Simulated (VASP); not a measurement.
Output of a VASP run:

### OSZICAR
```
       N       E                     dE             d eps       ncg     rms          rms(c)
DAV:   1     0.227686295742E+02    0.22769E+02   -0.78822E+03  1584   0.122E+03
DAV:   2    -0.234350013687E+02   -0.46204E+02   -0.43751E+02  1982   0.218E+02
DAV:   3    -0.250606758711E+02   -0.16257E+01   -0.16137E+01  2032   0.320E+01
DAV:   4    -0.250741757318E+02   -0.13500E-01   -0.13491E-01  1898   0.301E+00
DAV:   5    -0.250743422412E+02   -0.16651E-03   -0.16649E-03  2096   0.264E-01    0.613E+01
DAV:   6    -0.222829115045E+02    0.27914E+01   -0.17779E+01  1772   0.219E+01    0.428E+01
DAV:   7    -0.222114868203E+02    0.71425E-01   -0.58198E-01  1818   0.588E+00    0.240E+01
DAV:   8    -0.222001072007E+02    0.11380E-01   -0.45526E-02  1761   0.208E+00    0.468E+00
DAV:   9    -0.221957445074E+02    0.43627E-02   -0.20871E-02  1764   0.892E-01    0.190E+00
DAV:  10    -0.221954901102E+02    0.25440E-03   -0.91575E-04  1851   0.258E-01    0.256E-01
DAV:  11    -0.221954842076E+02    0.59026E-05   -0.10999E-04  1828   0.801E-02    0.402E-02
DAV:  12    -0.221954824827E+02    0.17249E-05   -0.39698E-06  1824   0.185E-02    0.447E-02
DAV:  13    -0.221954822017E+02    0.28108E-06   -0.20106E-07   882   0.485E-03
   1 F= -.22195482E+02 E0= -.22195440E+02  d E =-.221955E+02
```

### OUTCAR
```
------------------------ aborting loop because EDIFF is reached ----------------------------------------
  FORCE on cell =-STRESS in cart. coord.  units (eV):
  Direction    XX          YY          ZZ          XY          YZ          ZX
  --------------------------------------------------------------------------------------
  Total        0.0082941      0.0082941      0.0082941      0.0000000     -0.0000000     -0.0000000
  in kB        0.5442568      0.5442568      0.5442568      0.0000000     -0.0000000     -0.0000000
  external PRESSURE =       0.5442568 kB  Pullay stress =       0.0000000 kB
  volume of cell :       24.42
      direct lattice vectors                 reciprocal lattice vectors
     0.000000000  2.302584001  2.302584001    -0.217147344  0.217147344  0.217147344
     2.302584001  0.000000000  2.302584001     0.217147344 -0.217147344  0.217147344
     2.302584001  2.302584001  0.000000000     0.217147344  0.217147344 -0.217147344
 POSITION                                       TOTAL-FORCE (eV/Angst)
 -----------------------------------------------------------------------------------
      0.00000      0.00000      0.00000         0.000000      0.000000      0.000000
      2.30258      2.30258      2.30258         0.000000     -0.000000      0.000000
 -----------------------------------------------------------------------------------
    total drift:                                0.000000     -0.000000     -0.000000
  FREE ENERGIE OF THE ION-ELECTRON SYSTEM (eV)
  ---------------------------------------------------
  free  energy   TOTEN  =       -22.1954822017 eV

  energy  without entropy=      -22.1953557965  energy(sigma->0) =      -22.19544007

 reached required accuracy - stopping structural energy minimisation
```
(Selected blocks of OUTCAR.)

File POSCAR:
```
HfC
1
    0.0000000000     2.3025840011     2.3025840011
    2.3025840011     0.0000000000     2.3025840011
    2.3025840011     2.3025840011    -0.0000000000
Hf C
1 1
Direct
  0.0000000000   0.0000000000   0.0000000000
  0.5000000000   0.5000000000   0.5000000000
```

Q: Reconstruct the remaining input files.

A: One answer among several that fit: the input of the run itself, PBEsol GGA, plane waves, VASP's PBE PAW potentials (set 64).

**KPOINTS**
```
Automatic mesh
0
Gamma
12 12 12
0 0 0
```

**INCAR**
```
ALGO = Normal
EDIFF = 1E-6
EDIFFG = -0.01
ENCUT = 520
GGA = PS
IBRION = 2
ISIF = 3
ISMEAR = 1
LASPH = .TRUE.
LCHARG = .FALSE.
LMAXMIX = 6
LREAL = .FALSE.
LWAVE = .FALSE.
NELM = 100
NSW = 60
PREC = Accurate
SIGMA = 0.1
SYSTEM = HfC
```

POTCAR, in this order: Hf_pv C (PBE.64 set). Program: vasp_std.

The structure was generated: HfC was put into the rock salt type (Fm-3m), which need not be its known phase. It was relaxed first, which changed the volume by -39 %. The start is the result of an earlier pass.
